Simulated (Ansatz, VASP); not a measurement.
# Co2TeS: VASP beside Ansatz

One calculation is typed for both programs; each brings its own data sets and cutoff. How far apart do they land? The cell is invented: As first built, before any earlier steps moved the atoms (in the runner's words): it takes the Mg2TeS structure with some of its atoms replaced by other elements, volume scaled by an estimate. It may not be a known or stable phase. The cell is taken from a series of VASP runs on this material, whose earlier steps may have relaxed, scaled or displaced it; both programs get it as it stands.

Main program and level: Ansatz 0.2.0; plane waves, with VASP 6.6.1 beside it; relaxation of cell and atoms at RPBE.

## 1. Starting point

The structure is trigonal, space group R3m (No. 160). Conventional cell: a = 3.746 Å, b = 3.746 Å, c = 18.138 Å, α = 90.00°, β = 90.00°, γ = 120.00°. Nearest to Te lie 4 Co at 2.47 to 2.53 Å. Nearest to Co lie 3 S at 2.17 Å and 1 Te at 2.53 Å. Co has 1 S at 2.13 Å and 3 Te at 2.47 Å nearest. Nearest to S lie 4 Co at 2.13 to 2.17 Å. As first built, before any earlier steps moved the atoms (in the runner's words): sites of the Mg2TeS structure (space group 160) filled with other elements, volume scaled by an estimate. Farther neighbours and most contacts between anions are not listed.

## 2. Ansatz: relaxation of cell and atoms, RPBE

Ansatz runs on its default PAW (the set named soft_2) files.

The relaxed volume is the usual yardstick between codes: its relative difference is about their pressure difference at one cell divided by the bulk modulus.

Contents of input.yaml:

```yaml
crystal:
  lattice:
    - [1.8730742955, 1.0814199216, 6.0459241916]
    - [-1.8730742955, 1.0814199216, 6.0459241916]
    - [0.0, -2.1628398432, 6.0459241916]
  atoms:
    - { symbol: Te, position: [0.8816050398, 0.8816050398, 0.8816050398] }
    - { symbol: Co, position: [0.0210346112, 0.0210346112, 0.0210346112], spin: 2.0 }
    - { symbol: Co, position: [0.4824980508, 0.4824980508, 0.4824980508], spin: 2.0 }
    - { symbol: S, position: [0.3648649681, 0.3648649681, 0.3648649681] }
hamiltonian:
  xc: rpbe
  pseudopotentials: { kind: paw }
magnetization:
  spin_polarized: true
kpoints:
  mp_grid: { grid: [7, 7, 7] }
scf:
  occupations: { method: fermi_dirac, width: 0.05 }
relax:
  f_tol: 0.01
  max_steps: 60
  cell: { stress_tol: 0.05 }
output:
  forces: true
  stress: true
```

Run with:

```sh
ansatz run input.yaml --threads 4 --pin off --max-ram 9216MiB --backend cpu --events-out ev --progress --plain --runs-dir out
```

Numbers of over 12 decimals in the logs are rounded to 6 here.

The log of the run:

```text
basis.fft_grid_basis auto: the FFT boxes are laid along the combinations [[1, 0, -1], [0, 1, -1], [0, 0, 1]] of the cell's own vectors, 3.746, 3.746 and 6.421 Å long. The dense box has 27×27×45 points. Along the cell's own vectors, as sized, it would have 45×45×45, 2.78 times as many. Of the 6 symmetry operations that the crystal satisfies within crystal.symmetry.tolerance (time reversal apart; of a slab, those that  [...]
Engine: ansatz 0.2.0, aarch64-unknown-linux-gnu
Pseudopotentials: kind: paw
Pseudopotential: Te, paw, valence charge 16, recommended cutoff 420 eV (normal), Te.paw.azcp
Pseudopotential: Co, paw, valence charge 17, recommended cutoff 420 eV (normal), Co.paw.azcp
Pseudopotential: S, paw, valence charge 6, recommended cutoff 420 eV (normal), S.paw.azcp
Functional definition: RPBE
  parameter kappa = 0.804
  parameter beta = 0.066725
  exchange = rpbe_x(kappa = kappa, mu = beta*pi^2/3)
  correlation = pbe_c(beta = beta)
Crystal: 4 atoms, lattice volume = 73.479 Å³
Basis set: ecut = 420 eV, 1443 PW (Γ), FFT grids on a1−a3, a2−a3, a3, exchange–correlation on 54×54×90 points (8 copies of the dense FFT grid, shifted against one another)
Bands: 36, of which v1, the nominal top of the filled ones, is band 28 counted from 1 (27 counted from 0)
Symmetry: 6 space group operations
Space group: R3m (ITA 160), of the structure as read, at distance tolerance 4.2e-5 Å
Magnetic group: BNS 160.65 (UNI 1295), of the structure as read, at distance tolerance 4.2e-5 Å
k-points: 44 of 343 (time reversal used)
Non-local potential: Te, projectors of the file, l = 0: 2, l = 1: 2, l = 2: 2, l = 3: 2
Non-local potential: Co, projectors of the file, l = 0: 3, l = 1: 2, l = 2: 3, l = 3: 1
Non-local potential: S, projectors of the file, l = 0: 2, l = 1: 2, l = 2: 2
PAW form: soft (Blöchl's): semilocal exchange-correlation on the pseudo side does not see the compensation charge
PAW frozen core: Te, regenerated for the run's functional, and the local potential with it (the file was generated under x = pbe(κ = 0.804, μ = 0.219515), c = pbe(β = 0.066725))
PAW frozen core: Co, regenerated for the run's functional, and the local potential with it (the file was generated under x = pbe(κ = 0.804, μ = 0.219515), c = pbe(β = 0.066725))
PAW frozen core: S, regenerated for the run's functional, and the local potential with it (the file was generated under x = pbe(κ = 0.804, μ = 0.219515), c = pbe(β = 0.066725))
PAW one-centre angular grid: Te, 590 points (default); XC on 64 Gauss nodes
PAW one-centre angular grid: Co, 590 points (default); XC on 64 Gauss nodes
PAW one-centre angular grid: S, 110 points (default); XC on 64 Gauss nodes
Initial density: superposition of atomic densities (chi_scale 0.1, normalization cell, long waves kept (reshape's long-wave potential 0.09 eV rms))
Starting moments: Σ|m| = 4 μB on 2 of 4 sites
Initial wavefunctions: pseudopotential atomic-orbital guess
Functional: x = rpbe, c = pbe(β = 0.066725)
SCF iter   1: F=—  HF=-18153.076151 eV  |F-HF|=—  |Δ(HF+E_count)|=         —  Δρ=4.58e-2 (↑2.18e-2 ↓4.58e-2)  dr2=3.44e0  dr2_m=1.67e-1  M=3.366 μB ∫|m|=3.549 μB  β_m=0.30  ethr=3.10e-3  ⟨swp⟩=6.3  Hψ=12805  notcnv=0  defer=26
Mixer restart at iter 1: flushing history
preconditioner: auto → Kerker (q_TF=auto, 2.608 Å⁻¹)  [metal: Δε(μ)=0.010 eV  Ē_g=8.324 eV  σ=0.050 eV  W_gap=0.05  n_scr=28 (ndim 8)  ℏωp=23.7 eV  f_vac=0.000  D(μ)=6.34/eV (n_scr^D=84)]
spin=Collinear: Kerker preconditioning applied to the charge; magnetization (m = ρ↑ − ρ↓) channel mixes plain (no charge-response kernel on spin).
SCF iter   2: F=—  HF=-18154.719625 eV  |F-HF|=—  |Δ(HF+E_count)|=    1.64e0  Δρ=3.58e-2 (↑1.52e-2 ↓3.58e-2)  dr2=1.63e0  dr2_m=2.61e-1  M=3.084 μB ∫|m|=3.360 μB  β_m=0.57  ethr=3.10e-3  ⟨swp⟩=2.0  Hψ=5135  notcnv=0  defer=152
SCF iter   3: F=—  HF=-18156.456123 eV  |F-HF|=—  |Δ(HF+E_count)|=    1.74e0  Δρ=3.79e-2 (↑1.25e-2 ↓3.79e-2)  dr2=1.29e0  dr2_m=3.29e-1  M=2.485 μB ∫|m|=2.874 μB  β_m=0.36  ethr=2.92e-3  ⟨swp⟩=2.4  Hψ=4416  notcnv=0  defer=152
SCF iter   4: F=—  HF=-18156.736620 eV  |F-HF|=—  |Δ(HF+E_count)|=   2.80e-1  Δρ=2.46e-2 (↑2.46e-2 ↓1.68e-2)  dr2=2.66e-1  dr2_m=2.12e-1  M=2.207 μB ∫|m|=2.570 μB  β_m=0.76  ethr=2.31e-3  ⟨swp⟩=2.9  Hψ=5131  notcnv=0  defer=153
SCF iter   5: F=—  HF=-18156.949865 eV  |F-HF|=—  |Δ(HF+E_count)|=         —  Δρ=4.05e-2 (↑4.05e-2 ↓1.77e-2)  dr2=2.21e-1  dr2_m=5.43e-1  M=1.611 μB ∫|m|=1.843 μB  β_m=0.76  ethr=4.75e-4  ⟨swp⟩=2.7  Hψ=5684  notcnv=0  defer=155
Mixer restart at iter 5: flushing history
SCF iter   6: F=—  HF=-18156.956204 eV  |F-HF|=—  |Δ(HF+E_count)|=   6.34e-3  Δρ=3.35e-2 (↑3.94e-3 ↓3.35e-2)  dr2=5.43e-1  dr2_m=1.87e-1  M=1.407 μB ∫|m|=1.606 μB  β_m=0.83  ethr=3.95e-4  ⟨swp⟩=2.8  Hψ=6924  notcnv=0  defer=150
SCF iter   7: F=—  HF=-18157.004211 eV  |F-HF|=—  |Δ(HF+E_count)|=   4.80e-2  Δρ=3.27e-2 (↑3.27e-2 ↓1.03e-2)  dr2=6.41e-1  dr2_m=1.02e-1  M=1.247 μB ∫|m|=1.421 μB  β_m=0.74  ethr=3.95e-4  ⟨swp⟩=3.0  Hψ=7072  notcnv=0  defer=152
SCF iter   8: F=—  HF=-18156.874911 eV  |F-HF|=—  |Δ(HF+E_count)|=   1.29e-1  Δρ=6.00e-3 (↑5.57e-3 ↓6.00e-3)  dr2=2.17e-2  dr2_m=1.38e-2  M=1.085 μB ∫|m|=1.229 μB  β_m=0.87  ethr=3.95e-4  ⟨swp⟩=2.4  Hψ=6896  notcnv=0  defer=150
[...]
SCF iter  32: F=—  HF=-18156.873462 eV  |F-HF|=—  |Δ(HF+E_count)|=  6.91e-10  Δρ=7.80e-6 (↑7.80e-6 ↓5.91e-6)  dr2=9.14e-8  dr2_m=8.21e-10  M=1.062 μB ∫|m|=1.200 μB  β_m=0.79  ethr=8.15e-11  ⟨swp⟩=2.0  Hψ=5598  notcnv=0  defer=117
SCF iter  33: F=—  HF=-18156.873462 eV  |F-HF|=—  |Δ(HF+E_count)|=   9.75e-9  Δρ=8.21e-6 (↑8.21e-6 ↓7.57e-6)  dr2=1.29e-7  dr2_m=1.36e-10  M=1.062 μB ∫|m|=1.200 μB  β_m=0.64  ethr=8.15e-11  ⟨swp⟩=2.0  Hψ=5621  notcnv=0  defer=117
SCF iter  34: F=—  HF=-18156.873462 eV  |F-HF|=—  |Δ(HF+E_count)|=   9.71e-9  Δρ=2.64e-6 (↑2.64e-6 ↓1.88e-6)  dr2=1.22e-8  dr2_m=1.64e-10  M=1.062 μB ∫|m|=1.200 μB  β_m=0.82  ethr=8.15e-11  ⟨swp⟩=2.0  Hψ=3936  notcnv=0  defer=117
SCF iter  35: F=-18156.873461 eV  HF=-18156.873462 eV  |F-HF|=1.56e-8  |Δ(HF+E_count)|=  3.06e-10  Δρ=2.92e-6 (↑1.89e-6 ↓2.92e-6)  dr2=1.72e-8  dr2_m=1.88e-10  M=1.062 μB ∫|m|=1.200 μB  ethr=2.17e-11  ⟨swp⟩=2.0  Hψ=9209  notcnv=0
SCF 1 converged in 35 iterations: F = -18156.873461 eV  dr2 = 1.72e-8
  greatest PAW one-centre occupation: 1.001 electrons in one spin orbital (limit 2), on the Co atom at site 2 (counted from 0), in its partial waves of l = 1
relax step   1: F+E_penalty+E_count = -18156.87346149 eV  Δ(F+E_penalty+E_count) = +0.000e0 eV  max|allowed force component| = 1.235e-1 eV/Å  Δτ_max = 0.0000 Å  P = +0.424 GPa  Ω = 73.479 Å³  (35 SCF iters, dr2 threshold 1.00e-7 eV, accepted)
[...]
relax step   2: F+E_penalty+E_count = -18156.87523951 eV  Δ(F+E_penalty+E_count) = -1.778e-3 eV  max|allowed force component| = 6.774e-2 eV/Å  Δτ_max = 0.0103 Å  P = +0.024 GPa  Ω = 73.688 Å³  energy of the carried Pulay correction = -7.741e-5 eV  (10 SCF iters, dr2 threshold 4.00e-7 eV, accepted)
[...]
relax step   3: F+E_penalty+E_count = -18156.87639898 eV  Δ(F+E_penalty+E_count) = -1.159e-3 eV  max|allowed force component| = 4.211e-2 eV/Å  Δτ_max = 0.0160 Å  P = -0.079 GPa  Ω = 73.609 Å³  energy of the carried Pulay correction = -4.830e-5 eV  (11 SCF iters, dr2 threshold 2.87e-7 eV, accepted)
[...]
relax step   4: F+E_penalty+E_count = -18156.87687153 eV  Δ(F+E_penalty+E_count) = -4.726e-4 eV  max|allowed force component| = 1.586e-2 eV/Å  Δτ_max = 0.0134 Å  P = -0.048 GPa  Ω = 73.509 Å³  energy of the carried Pulay correction = -1.118e-5 eV  (11 SCF iters, dr2 threshold 1.11e-7 eV, accepted)
[...]
relax step   5: F+E_penalty+E_count = -18156.87692388 eV  Δ(F+E_penalty+E_count) = -5.236e-5 eV  max|allowed force component| = 1.883e-2 eV/Å  Δτ_max = 0.0041 Å  P = +0.022 GPa  Ω = 73.394 Å³  energy of the carried Pulay correction = +3.141e-5 eV  (12 SCF iters, dr2 threshold 1.57e-8 eV, accepted)
[...]
relax step   6: F+E_penalty+E_count = -18156.87692827 eV  Δ(F+E_penalty+E_count) = -4.391e-6 eV  max|allowed force component| = 2.730e-4 eV/Å  Δτ_max = 0.0017 Å  P = -0.000 GPa  Ω = 73.438 Å³  energy of the carried Pulay correction = +1.529e-5 eV  (10 SCF iters, dr2 threshold 2.22e-8 eV, accepted)
[...]
relax step   7: F+E_penalty+E_count = -18156.87691765 eV  Δ(F+E_penalty+E_count) = +1.062e-5 eV  max|allowed force component| = 2.690e-4 eV/Å  Δτ_max = 0.0000 Å  P = +0.000 GPa  Ω = 73.438 Å³  stress off target by 1.03e-3 GPa  SCF on the basis re-selected at this cell (its energy is not comparable with the rows above)  (9 SCF iters)
basis re-selected at this cell: Δ(F+E_penalty+E_count) = +1.062e-5 eV, ΔP = +0.001 GPa vs the last step (what re-selecting the basis moved, of the pressure what is left beyond the Pulay correction that the steps carried, after the strain that the cell walked since its last selection, with what the two solves' SCF thresholds leave and, on support functions, any second-order correction that the steps lacked; it is no m [...]
SCF converged after 9 iterations
Magnetization: 1.1000 μB (28.5500 up, 27.4500 down)
Absolute magnetization: 1.2463 μB (∫|ρ↑−ρ↓|, with the PAW one-centre terms)
Spin contamination: 0.0279 ħ² per cell (⟨S²⟩ above its minimum at these occupations)
Per-site moments (μB) at R_I (Å): [(-0.020541, 1.021146), (0.486762, 0.896638), (0.566933, 0.876918), (0.031701, 0.876918)]
Free energy (F): -18156.876918 eV
Harris-Foulkes:  -18156.876918 eV  (|F-HF|=3.64e-11)
Internal energy: -18156.852587 eV  (E = F + TS)
E sigma→0 (E₀):  -18156.864752 eV
Entropy (-TS):   -0.024330 eV (-6.083 meV/atom)
Fermi energy:    11.560089 eV
--- Per-component energies (eV) ---
  E_band       = -924.211773
  E_kinetic    = 1195.792910
  E_local      = -9005.570399  (includes V_loc(G=0)·N_el)
  E_nonlocal   = 635.083460
  E_hartree    = 4112.208728
  E_xc         = -538.313217
  E_vxc        = -599.406961  (∫ρ·V_xc dr)
  E_paw        = -8322.808961  (= ΣΔE_a)
  E_vpaw       = -1374.527830  (= ΣTr[D̂ρ^β])
  E_aug_tail   = 0.000027  (compensation charges beyond the density's cutoff)
  E_ewald      = -6233.076943
  E_core_change = -0.168192  (= ΣΔE_core)
  E_smearing   = -0.024330  (= −TS)
  E_closure    = 0.000000  (closes the sum)
  Σ components = -18156.876918   (vs F -18156.876918, Δ=0.00e0)
--- Forces (eV/Å), atoms counted from 1 ---
  atom   1  Te    -0.00000000     0.00000000     0.00000180
  atom   2  Co     0.00000000     0.00000000    -0.00012437
  atom   3  Co    -0.00000000     0.00000000    -0.00014615
  atom   4  S      0.00000000     0.00000000     0.00026914
  max |Σ_I F_I| component: 4.20e-7 eV/Å
--- Stress (GPa, compression-positive) ---
        0.000812      -0.000000      -0.000000
       -0.000000       0.000812      -0.000000
       -0.000000      -0.000000      -0.001028
  P = ⅓ Tr σ = 0.0002 GPa (0.002 kbar)
--- Relaxed structure (6 steps of the walk, 6 accepted, 1 SCFs on fresh bases) ---
  F+E_penalty+E_count = -18156.87691765 eV   max|allowed force component| = 2.690e-4 eV/Å   (the final SCF, on the basis selected at the relaxed cell)
  cell:  # Å, volume = 73.4378 Å³
    - [1.879315, 1.085023, 6.002469]
    - [-1.879315, 1.085023, 6.002469]
    - [0, -2.170046, 6.002469]
  atoms:
    - { symbol: Te, position: [0.881217, 0.881217, 0.881217] }
    - { symbol: Co, position: [0.023377, 0.023377, 0.023377] }
    - { symbol: Co, position: [0.481732, 0.481732, 0.481732] }
    - { symbol: S, position: [0.363677, 0.363677, 0.363677] }
```

Elapsed: 54 s, on 4 threads of Arm Neoverse V2, shared host; peak memory 0.57 GiB; 3.4 min of CPU time.

[end of part 1 of 2]

[Lines on the potential files, build, host, timing and source positions are cut from VASP's logs without a mark.]

[Logs are printed without paths, hosts, clocks, repeated set-up lines and the standing remarks that a program may print on its own settings, such as how far it seeks lower states.]

[Hosts, paths, dates, database ids (printed as entryN), source tags and the programs' standing remarks are cut or masked in the printed files.]
